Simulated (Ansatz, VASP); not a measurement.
**HfC (HfC (Fm-3m)) in two plane-wave programs**

Wanted: the spread between two codes on one cell, functional and k mesh. The cell is taken from a series of runs on this material, whose earlier steps may have relaxed, scaled, displaced or heated it; both programs get it as it stands.

Main program and level: Ansatz 0.2.0; plane waves, with VASP 6.6.1 beside it; relaxation of cell and atoms at r2SCAN.

### Step 1. Set-up

The structure is cubic, space group Fm-3m (No. 225). The conventional cell has a = 4.634 Å, b = 4.634 Å, c = 4.634 Å, α = 90.00°, β = 90.00°, γ = 90.00°. Nearest to Hf lie 6 C at 2.32 Å. C has 6 Hf at 2.32 Å nearest. Farther neighbours are not listed.

As a file:

```cif
data_structure
_symmetry_space_group_name_H-M 'P 1'
_symmetry_Int_Tables_number 1
_cell_length_a 3.2769
_cell_length_b 3.2769
_cell_length_c 3.2769
_cell_angle_alpha 60.000
_cell_angle_beta 60.000
_cell_angle_gamma 60.000
_cell_volume 24.88
loop_
_atom_site_label
_atom_site_type_symbol
_atom_site_fract_x
_atom_site_fract_y
_atom_site_fract_z
_atom_site_occupancy
Hf1 Hf 0.00000 0.00000 0.00000 1
C2 C 0.50000 0.50000 0.50000 1
```

### Step 2. Ansatz: relaxation of cell and atoms, r2SCAN

Ansatz runs on its PAW soft_1 files.

The relaxed volume is the usual yardstick between codes: in a stiff, nearly cubic crystal its relative difference is about their pressure difference at one cell divided by the bulk modulus.

input.yaml

```yaml
crystal:
  lattice:
    - [0.0, 2.3171388, 2.3171388]
    - [2.3171388, 0.0, 2.3171388]
    - [2.3171388, 2.3171388, 0.0]
  atoms:
    - { symbol: Hf, position: [0.0, 0.0, 0.0] }
    - { symbol: C, position: [0.5, 0.5, 0.5] }
basis:
  ecutwfc: 500
  xc_grid: 2
hamiltonian:
  xc: r2scan
  pseudopotentials: { kind: paw, azcp: { folder: soft_1 } }
kpoints:
  mp_grid: { grid: [14, 14, 14] }
scf:
  occupations: { method: fermi_dirac, width: 0.05 }
  max_iter: 150
output:
  forces: true
  stress: true
relax:
  f_tol: 0.01
  max_steps: 60
  cell: {}
checkpoint:
  write: "../r2scan.run"
  compress: false
  write_wavefunctions: false
  write_every: 100000
```

Started as:

```bash
$ ansatz run input.yaml --threads 4 --pin off --max-ram 6594MiB --backend cpu --events-out ev --progress --plain --runs-dir out
```

Numbers of over 12 decimals in the logs are rounded to 6 here.

The log of the run:

```text
Engine: ansatz 0.2.0, aarch64-unknown-linux-gnu
Pseudopotentials: kind: paw
Pseudopotential: Hf, paw, valence charge 26, recommended cutoff 500 eV (meta_gga), soft_1/Hf.paw.azcp
Pseudopotential: C, paw, valence charge 4, recommended cutoff 500 eV (meta_gga), soft_1/C.paw.azcp
Functional definition: r2SCAN
  parameter k0 = 0.174
  parameter k1 = 0.065
  parameter a1 = 4.9479
  exchange = r2scan_x(k0 = k0, k1 = k1, a1 = a1)
  correlation = r2scan_c
Crystal: 2 atoms, lattice volume = 24.882 Å³
Basis set: ecut = 500 eV, 609 PW (Γ), exchange–correlation on 48×48×48 points (8 copies of the dense FFT grid, shifted against one another)
Bands: 19, of which v1, the nominal top of the filled ones, is band 15 counted from 1 (14 counted from 0)
Symmetry: 48 space group operations
Space group: Fm-3m (ITA 225), of the structure as read, at distance tolerance 2.9e-5 Å
k-points: 104 of 2744
Non-local potential: Hf, projectors of the file, l = 0: 3, l = 1: 2, l = 2: 2, l = 3: 3
Non-local potential: C, projectors of the file, l = 0: 2, l = 1: 2, l = 2: 1
PAW form: soft (Blöchl's): semilocal exchange-correlation on the pseudo side does not see the compensation charge
PAW frozen core: Hf, regenerated for the run's functional (the file was generated under x = pbe(κ = 0.804, μ = 0.219515), c = pbe(β = 0.066725))
PAW frozen core: C, regenerated for the run's functional (the file was generated under x = pbe(κ = 0.804, μ = 0.219515), c = pbe(β = 0.066725))
PAW one-centre angular grid: Hf, 974 points (default); XC on 224 Gauss nodes
PAW one-centre angular grid: C, 302 points (default); XC on 219 of its mesh's 2255 points in the sphere
Initial density: superposition of atomic densities (chi_scale 0.1, normalization cell, long waves kept (reshape's long-wave potential 0.00 eV rms))
Initial wavefunctions: pseudopotential atomic-orbital guess
Functional: x = r2scan, c = r2scan; τ floored in thin density (d = 2e-4 eV/Å³)
SCF iter   1: F=—  HF=-15987.961330 eV  |F-HF|=—  |Δ(HF+E_count)|=         —  Δρ=8.76e-2  dr2=2.59e0  dr2_τ=3.88e-1  ethr=3.10e-3  ⟨swp⟩=4.9  Hψ=8208  notcnv=0
preconditioner: auto → Kerker (q_TF=auto, 2.815 Å⁻¹)  [metal: Δε(μ)=0.019 eV  Ē_g=18.580 eV  σ=0.050 eV  W_gap=0.09  n_scr=14 (ndim 8)  ℏωp=39.4 eV  f_vac=0.000  D(μ)=0.21/eV (n_scr^D=0)]
SCF iter   2: F=—  HF=-15987.603555 eV  |F-HF|=—  |Δ(HF+E_count)|=   3.58e-1  Δρ=4.01e-2  dr2=4.45e-1  dr2_τ=4.54e-2  ethr=3.10e-3  ⟨swp⟩=2.0  Hψ=3691  notcnv=0
SCF iter   3: F=—  HF=-15987.611159 eV  |F-HF|=—  |Δ(HF+E_count)|=   7.60e-3  Δρ=1.35e-2  dr2=2.95e-2  dr2_τ=1.76e-3  ethr=1.48e-3  ⟨swp⟩=2.5  Hψ=3858  notcnv=0
SCF iter   4: F=—  HF=-15987.634995 eV  |F-HF|=—  |Δ(HF+E_count)|=   2.38e-2  Δρ=7.52e-3  dr2=8.15e-3  dr2_τ=1.03e-3  ethr=9.83e-5  ⟨swp⟩=2.2  Hψ=4138  notcnv=0
SCF iter   5: F=—  HF=-15987.626718 eV  |F-HF|=—  |Δ(HF+E_count)|=   8.28e-3  Δρ=1.95e-3  dr2=6.51e-4  dr2_τ=2.80e-5  ethr=2.72e-5  ⟨swp⟩=2.0  Hψ=3968  notcnv=0
SCF iter   6: F=—  HF=-15987.627160 eV  |F-HF|=—  |Δ(HF+E_count)|=   4.43e-4  Δρ=7.85e-4  dr2=1.74e-4  dr2_τ=1.37e-5  ethr=2.17e-6  ⟨swp⟩=2.0  Hψ=3466  notcnv=0
SCF iter   7: F=—  HF=-15987.627228 eV  |F-HF|=—  |Δ(HF+E_count)|=   6.73e-5  Δρ=2.22e-4  dr2=1.15e-5  dr2_τ=4.27e-7  ethr=5.82e-7  ⟨swp⟩=2.1  Hψ=3438  notcnv=0
SCF iter   8: F=—  HF=-15987.627252 eV  |F-HF|=—  |Δ(HF+E_count)|=   2.48e-5  Δρ=5.52e-5  dr2=5.72e-7  dr2_τ=3.59e-8  ethr=3.83e-8  ⟨swp⟩=2.0  Hψ=3489  notcnv=0
SCF iter   9: F=-15987.627254 eV  HF=-15987.627254 eV  |F-HF|=2.26e-8  |Δ(HF+E_count)|=   1.38e-6  Δρ=1.15e-5  dr2=2.07e-8  dr2_τ=6.32e-10  ethr=3.33e-10  ⟨swp⟩=5.1  Hψ=8574  notcnv=0
SCF 1 converged in 9 iterations: F = -15987.627254 eV  dr2 = 2.07e-8
  greatest PAW one-centre occupation: 0.998 electrons in one spin orbital (limit 2), on the Hf atom at site 0 (counted from 0), in its partial waves of l = 3
relax step   1: F+E_penalty+E_count = -15987.62725379 eV  Δ(F+E_penalty+E_count) = +0.000e0 eV  max|allowed force component| = 2.925e-30 eV/Å  Δτ_max = 0.0000 Å  P = +1.043 GPa  Ω = 24.882 Å³  (9 SCF iters, dr2 threshold 1.00e-7 eV, accepted)
[...]
relax step   2: F+E_penalty+E_count = -15987.62736896 eV  Δ(F+E_penalty+E_count) = -1.152e-4 eV  max|allowed force component| = 1.512e-30 eV/Å  Δτ_max = 0.0000 Å  P = -0.781 GPa  Ω = 25.068 Å³  energy of the carried Pulay correction = -3.070e-5 eV  (7 SCF iters, dr2 threshold 2.00e-7 eV, accepted)
[...]
relax step   3: F+E_penalty+E_count = -15987.62757898 eV  Δ(F+E_penalty+E_count) = -2.100e-4 eV  max|allowed force component| = 6.048e-30 eV/Å  Δτ_max = 0.0000 Å  P = -0.004 GPa  Ω = 24.988 Å³  energy of the carried Pulay correction = -1.753e-5 eV  (6 SCF iters, dr2 threshold 2.00e-7 eV, accepted)
[...]
relax step   4: F+E_penalty+E_count = -15987.62759621 eV  Δ(F+E_penalty+E_count) = -1.723e-5 eV  max|allowed force component| = 1.104e-29 eV/Å  Δτ_max = 0.0000 Å  P = -0.005 GPa  Ω = 24.988 Å³  stress off target by 5.09e-3 GPa  SCF on the basis re-selected at this cell (its energy is not comparable with the rows above)  (6 SCF iters)
basis re-selected at this cell: Δ(F+E_penalty+E_count) = -1.723e-5 eV, ΔP = -0.001 GPa vs the last step (what re-selecting the basis moved, of the pressure what is left beyond the Pulay correction that the steps carried, after the strain that the cell walked since its last selection, with what the two solves' SCF thresholds leave and, on support functions, any second-order correction that the steps lacked; it is no m [...]
SCF converged after 6 iterations
Free energy (F): -15987.627596 eV
Harris-Foulkes:  -15987.627596 eV  (|F-HF|=3.64e-12)
Internal energy: -15987.625216 eV  (E = F + TS)
E sigma→0 (E₀):  -15987.626406 eV
Entropy (-TS):   -0.002380 eV (-1.190 meV/atom)
Fermi energy:    18.647032 eV
--- Per-component energies (eV) ---
  E_band       = 51.075134
  E_kinetic    = 494.065522
  E_local      = -6211.221909  (includes V_loc(G=0)·N_el)
  E_nonlocal   = 81.122508
  E_hartree    = 3044.753778
  E_xc         = -299.146564
  E_vxc        = -345.057830  (∫ρ·V_xc dr)
  E_paw        = -7823.681890  (= ΣΔE_a)
  E_vpaw       = -74.445434  (= ΣTr[D̂ρ^β])
  E_aug_tail   = 0.000083  (compensation charges beyond the density's cutoff)
  E_vtau       = 17.104735  (kinetic-family band-sum trace: ∫τ·v_τ [+ j·A + Jᵃ·Aᵃ] dr)
  E_ewald      = -5273.813523
  E_core_change = 0.296780  (= ΣΔE_core)
  E_smearing   = -0.002380  (= −TS)
  E_closure    = 0.000000  (closes the sum)
  Σ components = -15987.627596   (vs F -15987.627596, Δ=0.00e0)
--- Forces (eV/Å), atoms counted from 1 ---
  atom   1  Hf    -0.00000000     0.00000000     0.00000000
  atom   2  C      0.00000000    -0.00000000    -0.00000000
  max |Σ_I F_I| component: 9.47e-30 eV/Å
--- Stress (GPa, compression-positive) ---
       -0.005090      -0.000000      -0.000000
        0.000000      -0.005090       0.000000
       -0.000000      -0.000000      -0.005090
  P = ⅓ Tr σ = -0.0051 GPa (-0.051 kbar)
--- Relaxed structure (3 steps of the walk, 3 accepted, 1 SCFs on fresh bases) ---
  F+E_penalty+E_count = -15987.62759621 eV   max|allowed force component| = 1.104e-29 eV/Å   (the final SCF, on the basis selected at the relaxed cell)
  cell:  # Å, volume = 24.9881 Å³
    - [0, 2.320427, 2.320427]
    - [2.320427, 0, 2.320427]
    - [2.320427, 2.320427, 0]
  atoms:
    - { symbol: Hf, position: [0, 0, 0] }
    - { symbol: C, position: [0.500000, 0.500000, 0.500000] }
```

(Continued in part 2 of 2.)

[Lines on the potential files, build, host, timing and source positions are cut from VASP's logs without a mark.]

[Logs are printed without paths, hosts, clocks, repeated set-up lines and the standing remarks that a program may print on its own settings, such as how far it seeks lower states.]

[Hosts, paths, dates, database ids (printed as entryN), source tags and the programs' standing remarks are cut or masked in the printed files.]
